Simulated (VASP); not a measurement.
Energy against volume of SrO (rock salt). These are PBEsol GGA, VASP's PBE PAW potentials (set 64) (plane waves; VASP) values and carry that method's errors. Numerical set-up: 520 eV cut-off, 9×9×9 Γ-centred mesh, Gaussian smearing of 0.050 eV, potentials Sr_sv O.

| V (Å³/atom) | E (eV/atom) |
|---|---|
| 15.900 | -6.29916 |
| 16.407 | -6.31480 |
| 16.915 | -6.31989 |
| 17.422 | -6.31600 |

Task: Fit these four points and predict the energy of the run at 17.930 Å³/atom.

Result: A cubic in V^(−2/3), the third-order Birch-Murnaghan form, passes through the four points with V0 = 16.93 Å³/atom and B0 = 94 GPa, and gives -6.3045 eV/atom there. The run gave -6.3045 eV/atom, -0.1 meV/atom from the fit; all five points give B0 = 94 GPa.

The compound is SrO in the rock salt structure. It was relaxed first.
